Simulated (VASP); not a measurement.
All values below come from PW91 GGA, VASP's PBE PAW potentials (set 64) (plane waves; VASP).

A VASP calculation is set up with these files.

File KPOINTS:
```
K-points
0
G
 14 14 13
```

### INCAR
```
SYSTEM = WC
PREC = Accurate; ENCUT = 520; LREAL = F
LASPH = T
EDIFF = 1E-7; NELM = 100; ALGO = Normal
LMAXMIX = 6
ISMEAR = 1; SIGMA = 0.1
GGA = 91
IBRION = 2; NSW = 30; ISIF = 4
EDIFFG = -0.01
LWAVE = F; LCHARG = F
```

POSCAR:
```
WC
1
    1.4940817196    -2.5878255270     0.0000000000
    1.4940817196     2.5878255270     0.0000000000
    0.0000000000     0.0000000000     2.9078802120
W C
1 1
Direct
  0.0000000000   0.0000000000   0.0000000000
  0.3333330000   0.6666670000   0.5000000000
```

POTCAR, in this order: W_sv C (PBE.64 set). Program: vasp_std.

Output

**OSZICAR**
```
       N       E                     dE             d eps       ncg     rms          rms(c)
DAV:   1     0.112144094401E+03    0.11214E+03   -0.98193E+03  4384   0.152E+03
DAV:   2    -0.213001220157E+02   -0.13344E+03   -0.13006E+03  4998   0.379E+02
DAV:   3    -0.255162268745E+02   -0.42161E+01   -0.41773E+01  5438   0.621E+01
DAV:   4    -0.255633124339E+02   -0.47086E-01   -0.47043E-01  4746   0.683E+00
DAV:   5    -0.255637864543E+02   -0.47402E-03   -0.47393E-03  5248   0.683E-01    0.281E+01
DAV:   6    -0.224201667603E+02    0.31436E+01   -0.11117E+01  4963   0.332E+01    0.649E+00
DAV:   7    -0.223044989577E+02    0.11567E+00   -0.61941E-01  4658   0.672E+00    0.516E+00
DAV:   8    -0.222751137547E+02    0.29385E-01   -0.11039E-01  4808   0.330E+00    0.807E-01
DAV:   9    -0.222740707115E+02    0.10430E-02   -0.42068E-03  4788   0.630E-01    0.167E-01
DAV:  10    -0.222739851923E+02    0.85519E-04   -0.36701E-04  5133   0.246E-01    0.630E-02
DAV:  11    -0.222739847394E+02    0.45289E-06   -0.15193E-05  4678   0.424E-02    0.100E-02
DAV:  12    -0.222739838366E+02    0.90278E-06   -0.41102E-06  4698   0.235E-02    0.118E-03
DAV:  13    -0.222739838942E+02   -0.57627E-07   -0.58944E-08  3084   0.272E-03
   1 F= -.22273984E+02 E0= -.22274038E+02  d E =-.222740E+02
       N       E                     dE             d eps       ncg     rms          rms(c)
DAV:   1    -0.222795505845E+02   -0.55667E-02   -0.20483E-01  4381   0.539E+00    0.379E-01
DAV:   2    -0.222754048514E+02    0.41457E-02   -0.86785E-03  4663   0.910E-01    0.203E-01
DAV:   3    -0.222738945696E+02    0.15103E-02   -0.31688E-03  4748   0.508E-01    0.659E-02
DAV:   4    -0.222738764172E+02    0.18152E-04   -0.14471E-04  4843   0.118E-01    0.276E-02
DAV:   5    -0.222738728518E+02    0.35653E-05   -0.14980E-05  4713   0.370E-02    0.667E-03
DAV:   6    -0.222738722273E+02    0.62454E-06   -0.20518E-06  4933   0.138E-02    0.191E-03
DAV:   7    -0.222738722246E+02    0.27248E-08   -0.71378E-08  2409   0.287E-03
   2 F= -.22273872E+02 E0= -.22273893E+02  d E =0.111670E-03
       N       E                     dE             d eps       ncg     rms          rms(c)
DAV:   1    -0.222759781676E+02   -0.21059E-02   -0.57799E-02  4373   0.286E+00    0.200E-01
DAV:   2    -0.222748141851E+02    0.11640E-02   -0.24398E-03  4668   0.484E-01    0.108E-01
DAV:   3    -0.222743799501E+02    0.43423E-03   -0.91631E-04  4748   0.273E-01    0.340E-02
DAV:   4    -0.222743760077E+02    0.39424E-05   -0.40288E-05  4833   0.620E-02    0.144E-02
DAV:   5    -0.222743753547E+02    0.65301E-06   -0.41495E-06  4743   0.193E-02    0.347E-03
DAV:   6    -0.222743752144E+02    0.14023E-06   -0.59949E-07  4898   0.735E-03    0.998E-04
DAV:   7    -0.222743751980E+02    0.16393E-07   -0.21288E-08  2209   0.156E-03
   3 F= -.22274375E+02 E0= -.22274416E+02  d E =-.391304E-03
```

### OUTCAR
```
------------------------ aborting loop because EDIFF is reached ----------------------------------------
  FORCE on cell =-STRESS in cart. coord.  units (eV):
  Direction    XX          YY          ZZ          XY          YZ          ZX
  --------------------------------------------------------------------------------------
  Total       -2.7271627     -2.7271629     -2.7275217      0.0000000      0.0000000     -0.0000000
  in kB     -194.3147546   -194.3147656   -194.3403312      0.0000000      0.0000000     -0.0000000
  external PRESSURE =    -194.3232838 kB  Pullay stress =       0.0000000 kB
  volume of cell :       22.49
      direct lattice vectors                 reciprocal lattice vectors
     1.495899200 -2.590973491  0.000000000     0.334247120 -0.192977659  0.000000000
     1.495899200  2.590973491  0.000000000     0.334247120  0.192977659  0.000000000
    -0.000000000  0.000000000  2.900818505    -0.000000000  0.000000000  0.344730288
 POSITION                                       TOTAL-FORCE (eV/Angst)
 -----------------------------------------------------------------------------------
      0.00000      0.00000      0.00000        -0.000000     -0.000000      0.000000
      1.49590      0.86366      1.45041         0.000000      0.000000      0.000000
 -----------------------------------------------------------------------------------
    total drift:                                0.000000     -0.000404      0.000000
  FREE ENERGIE OF THE ION-ELECTRON SYSTEM (eV)
  ---------------------------------------------------
  free  energy   TOTEN  =       -22.2743751980 eV

  energy  without entropy=      -22.2744970931  energy(sigma->0) =      -22.27441583

 reached required accuracy - stopping structural energy minimisation
```
(Selected blocks of OUTCAR.)

File CONTCAR:
```
WC
   1.00000000000000
     1.4958992000826223   -2.5909734909743891    0.0000000000000000
     1.4958992000826223    2.5909734909743891    0.0000000000000000
    -0.0000000000000000    0.0000000000000000    2.9008185048360180
  W               C
     1     1
Direct
     0.0000000000000000    0.0000000000000000    0.0000000000000000
     0.3333330000000032    0.6666669999999968    0.5000000000000000
```

The compound is WC in the wc structure. This cell is one point of a volume scan, at 1.06 of the reference volume. Symmetry was kept, so distortions that lower it aren't found.
